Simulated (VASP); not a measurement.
Level of theory: vdW-DF-cx, VASP's PBE PAW potentials (set 64) (plane waves; VASP).

VASP ran on this input.

### POSCAR
```
Sb
1.0
  3.9573420000  -2.1550000000   0.0000000000
  3.9573420000   2.1550000000   0.0000000000
  2.7838200000   0.0000000000   3.5432930000
Sb
2
direct
  0.2335000000   0.2335000000   0.2335000000
  0.7665000000   0.7665000000   0.7665000000
```

KPOINTS:
```
Automatic mesh
0
Gamma
9 9 9
0 0 0
```

### INCAR
```
SYSTEM = Sb
PREC = Accurate
ENCUT = 520
EDIFF = 1E-6
NELM = 100
ALGO = Normal
LREAL = .FALSE.
LASPH = .TRUE.
ISMEAR = 1
SIGMA = 0.1
GGA = CX
LUSE_VDW = .TRUE.
AGGAC = 0.0
LMAXMIX = 4
LWAVE = .FALSE.
LCHARG = .FALSE.
IBRION = 2
ISIF = 3
NSW = 60
EDIFFG = -0.01
```

POTCAR, in this order: Sb (PBE.64 set). Program: vasp_std.

Output of the run:

File OUTCAR:
```
 ion  position               nearest neighbor table
   1  0.233  0.233  0.233-   2 2.91   2 2.91   2 2.91   2 3.35   2 3.35   2 3.35
   2  0.767  0.767  0.767-   1 2.91   1 2.91   1 2.91   1 3.35   1 3.35   1 3.35
  LATTYP: Found a trigonal (rhomboedric) cell.
 ALAT       =     4.5060604418
 COS(alpha) =     0.5425636908
 Subroutine PRICEL returns:
 Original cell was already a primitive cell.
 Subroutine GETGRP returns: Found 12 space group operations
The static configuration has the point symmetry D_3d.
The dynamic configuration has the point symmetry D_3d.
 Subroutine INISYM returns: Found 12 space group operations
 Subroutine IBZKPT returns following result:
 Found     85 irreducible k-points:

 Following reciprocal coordinates:
            Coordinates               Weight
  0.000000  0.000000  0.000000      1.000000
  0.111111 -0.000000 -0.000000      6.000000
  0.222222 -0.000000  0.000000      6.000000
  0.333333  0.000000 -0.000000      6.000000
  0.444444 -0.000000  0.000000      6.000000
  0.111111  0.111111 -0.000000      6.000000
  0.222222  0.111111 -0.000000     12.000000
  0.333333  0.111111 -0.000000     12.000000
...
```

OSZICAR:
```
       N       E                     dE             d eps       ncg     rms          rms(c)
DAV:   1     0.427414996178E+02    0.42741E+02   -0.36353E+03  1530   0.867E+02
DAV:   2    -0.314131925224E+01   -0.45883E+02   -0.44818E+02  2159   0.125E+02
DAV:   3    -0.470378252686E+01   -0.15625E+01   -0.15582E+01  1824   0.288E+01
DAV:   4    -0.471845329245E+01   -0.14671E-01   -0.14378E-01  1901   0.310E+00
DAV:   5    -0.471856115752E+01   -0.10787E-03   -0.10786E-03  1814   0.275E-01    0.279E+00
DAV:   6    -0.471543681074E+01    0.31243E-02   -0.32478E-03  1749   0.461E-01    0.170E+00
DAV:   7    -0.471410894467E+01    0.13279E-02   -0.76631E-03  1677   0.712E-01    0.703E-02
DAV:   8    -0.471418866191E+01   -0.79717E-04   -0.22870E-04  1601   0.117E-01    0.237E-02
DAV:   9    -0.471421426582E+01   -0.25604E-04   -0.42163E-05  1644   0.509E-02    0.890E-03
DAV:  10    -0.471421422416E+01    0.41663E-07   -0.47425E-06  1762   0.142E-02
   1 F= -.47142142E+01 E0= -.47141544E+01  d E =-.471421E+01
       N       E                     dE             d eps       ncg     rms          rms(c)
DAV:   1    -0.472513244024E+01   -0.10918E-01   -0.32641E-01  1683   0.335E+00    0.425E-01
DAV:   2    -0.472024723500E+01    0.48852E-02   -0.86655E-03  1585   0.678E-01    0.244E-01
DAV:   3    -0.471742312043E+01    0.28241E-02   -0.60002E-03  1604   0.406E-01    0.656E-02
DAV:   4    -0.471741589639E+01    0.72240E-05   -0.73529E-05  1659   0.749E-02    0.438E-02
DAV:   5    -0.471740738633E+01    0.85101E-05   -0.16005E-05  1687   0.275E-02    0.304E-03
DAV:   6    -0.471740715463E+01    0.23170E-06   -0.13089E-06   849   0.882E-03
   2 F= -.47174072E+01 E0= -.47174321E+01  d E =-.319293E-02
       N       E                     dE             d eps       ncg     rms          rms(c)
DAV:   1    -0.471995251126E+01   -0.25451E-02   -0.44748E-02  1683   0.125E+00    0.157E-01
DAV:   2    -0.471929366577E+01    0.65885E-03   -0.11450E-03  1594   0.246E-01    0.889E-02
DAV:   3    -0.471892323976E+01    0.37043E-03   -0.79005E-04  1613   0.147E-01    0.245E-02
DAV:   4    -0.471892178068E+01    0.14591E-05   -0.91337E-06  1672   0.268E-02    0.166E-02
DAV:   5    -0.471891998426E+01    0.17964E-05   -0.18839E-06  1005   0.979E-03    0.197E-03
DAV:   6    -0.471891996773E+01    0.16537E-07   -0.23137E-07   767   0.410E-03
   3 F= -.47189200E+01 E0= -.47189151E+01  d E =-.470574E-02
       N       E                     dE             d eps       ncg     rms          rms(c)
DAV:   1    -0.472025961362E+01   -0.13396E-02   -0.32732E-02  1556   0.105E+00    0.637E-02
DAV:   2    -0.472016501351E+01    0.94600E-04   -0.88152E-04  1619   0.228E-01    0.451E-02
DAV:   3    -0.472006655551E+01    0.98458E-04   -0.23749E-04  1625   0.850E-02    0.852E-03
DAV:   4    -0.472006605339E+01    0.50212E-06   -0.49222E-06  1795   0.181E-02
   4 F= -.47200661E+01 E0= -.47200494E+01  d E =-.114609E-02
       N       E                     dE             d eps       ncg     rms          rms(c)
DAV:   1    -0.472279155370E+01   -0.27250E-02   -0.24044E-01  1557   0.285E+00    0.172E-01
DAV:   2    -0.472210627820E+01    0.68528E-03   -0.64318E-03  1619   0.620E-01    0.121E-01
DAV:   3    -0.472138465955E+01    0.72162E-03   -0.17688E-03  1635   0.233E-01    0.243E-02
DAV:   4    -0.472138185968E+01    0.27999E-05   -0.33685E-05  1805   0.490E-02    0.249E-02
DAV:   5    -0.472137948051E+01    0.23792E-05   -0.45718E-06  1670   0.149E-02    0.622E-03
DAV:   6    -0.472137910498E+01    0.37553E-06   -0.10310E-06   786   0.673E-03
   5 F= -.47213791E+01 E0= -.47213452E+01  d E =-.245914E-02
       N       E                     dE             d eps       ncg     rms          rms(c)
DAV:   1    -0.472146496573E+01   -0.85485E-04   -0.48262E-03  1599   0.405E-01    0.351E-02
DAV:   2    -0.472144678461E+01    0.18181E-04   -0.12495E-04  1564   0.870E-02    0.212E-02
DAV:   3    -0.472142936444E+01    0.17420E-04   -0.42761E-05  1692   0.368E-02    0.518E-03
DAV:   4    -0.472142944213E+01   -0.77694E-07   -0.10257E-06  1029   0.845E-03
   6 F= -.47214294E+01 E0= -.47214043E+01  d E =-.503372E-04
       N       E                     dE             d eps       ncg     rms          rms(c)
DAV:   1    -0.472143345819E+01   -0.40937E-05   -0.16092E-04  1596   0.741E-02    0.680E-03
DAV:   2    -0.472143299230E+01    0.46588E-06   -0.40413E-06  1571   0.158E-02
   7 F= -.47214330E+01 E0= -.47214059E+01  d E =-.538873E-04
       N       E                     dE             d eps       ncg     rms          rms(c)
DAV:   1    -0.472148138288E+01   -0.47925E-04   -0.33350E-03  1582   0.337E-01    0.286E-02
DAV:   2    -0.472146010710E+01    0.21276E-04   -0.90317E-05  1603   0.733E-02    0.169E-02
DAV:   3    -0.472145031093E+01    0.97962E-05   -0.42271E-05  1791   0.365E-02    0.335E-03
DAV:   4    -0.472145036385E+01   -0.52920E-07   -0.23576E-06  1427   0.117E-02
   8 F= -.47214504E+01 E0= -.47214239E+01  d E =-.173715E-04
```

File OUTCAR:
```
------------------------ aborting loop because EDIFF is reached ----------------------------------------
  FORCE on cell =-STRESS in cart. coord.  units (eV):
  Direction    XX          YY          ZZ          XY          YZ          ZX
  --------------------------------------------------------------------------------------
  Total        0.0132315      0.0000244      0.0014731      0.0000000      0.0000000      0.0043741
  in kB        0.3497822      0.0006453      0.0389422      0.0000000      0.0000000      0.1156325
  external PRESSURE =       0.1297899 kB  Pullay stress =       0.0000000 kB
  volume of cell :       60.61
      direct lattice vectors                 reciprocal lattice vectors
     3.918483081 -2.170802002 -0.022480535     0.127038109 -0.230329620 -0.098010047
     3.918483081  2.170802002 -0.022480535     0.127038109  0.230329620 -0.098010047
     2.736355980  0.000000000  3.546794433     0.001610403  0.000000000  0.280702302
 POSITION                                       TOTAL-FORCE (eV/Angst)
 -----------------------------------------------------------------------------------
      2.49181      0.00000      0.82527         0.000226      0.000000      0.000075
      8.08152      0.00000      2.67656        -0.000226     -0.000000     -0.000075
 -----------------------------------------------------------------------------------
    total drift:                               -0.000000     -0.000000     -0.000000
  FREE ENERGIE OF THE ION-ELECTRON SYSTEM (eV)
  ---------------------------------------------------
  free  energy   TOTEN  =        -4.7214503638 eV

  energy  without entropy=       -4.7213710604  energy(sigma->0) =       -4.72142393

 reached required accuracy - stopping structural energy minimisation
```
(Selected blocks of OUTCAR.)

CONTCAR:
```
Sb
   1.00000000000000
     3.9184830809062614   -2.1708020018142009   -0.0224805354432199
     3.9184830809062614    2.1708020018142009   -0.0224805354432200
     2.7363559799825206    0.0000000000000000    3.5467944331614021
  Sb
     2
Direct
     0.2356691776416834    0.2356691776416834    0.2356691776407955
     0.7643308223583165    0.7643308223583165    0.7643308223592047
```

The compound is Sb in the a7 structure. This run relaxes it. Symmetry was kept, so distortions that lower it aren't found.
